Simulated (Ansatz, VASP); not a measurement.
Two plane-wave programs on AlCN

```xyz
3
Lattice="3.5328 0.0000 0.0000 -1.7664 3.0595 0.0000 0.0000 0.0000 4.0029" Properties=species:S:1:pos:R:3 pbc="T T T"
Al    0.0000    0.0000    0.0000
C     1.7664    1.0198    2.0015
N     0.0000    2.0396    2.0015
```

Change from the starting cell: species swapped into the SrGaSi type (P-6m2, No. 187).

Alike in both runs: task single point; functional PBE; k mesh 6 × 6 × 4; occupations gaussian, width 0.1 eV; no spin polarisation.

```csv
,VASP,Ansatz
version,VASP 6.6.1,Ansatz 0.2.0
potentials or method,"VASP PAW PBE potentials, release 64 (Al, C, N)","scalar-relativistic, plane waves, PAW"
plane-wave cutoff (eV),520,420
valence electrons in the cell,12,12
```

|  | VASP | Ansatz | Ansatz less VASP |
| --- | --- | --- | --- |
| gap on the k mesh at the Fermi level (eV) | none | none | - |
| pressure (GPa) | -21.8 | -21.8 | 0.00 |
| largest component of the traceless stress (GPa) | 2.74 | 2.77 | +0.029 |

A gap of «none» marks a metal or a gap that the smearing closes.

Caveats: the k mesh is coarse (spacing up to 0.39 Å⁻¹), so the values aren't converged; so large a pressure means that the cell lies far from this level's equilibrium, or that cutoff or potentials fall short (VASP).
